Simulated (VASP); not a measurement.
Consider the following.

```yaml
crystal:
  lattice:
    - [0.00000, 2.71724, 2.71724]
    - [2.71724, 0.00000, 2.71724]
    - [2.71724, 2.71724, 0.00000]
  atoms:
    - { symbol: Ca, position: [0.00000, 0.00000, 0.00000] }
```

All values below come from r2SCAN+rVV10, VASP's PBE PAW potentials (set 64) (plane waves; VASP). Run with 520 eV cut-off, 11×11×11 Γ-centred mesh, first-order Methfessel-Paxton smearing of 0.10 eV, potentials Ca_sv.

Task: Give the stress tensor in GPa (positive for a compressed cell).

Result: 
```
1.25  0.00  0.00
0.00  1.25  0.00
0.00  0.00  1.25
```
The pressure is its mean diagonal, 1.25 GPa.

The compound is Ca in the fcc structure. This cell is one point of a volume scan, at 0.94 of the reference volume.
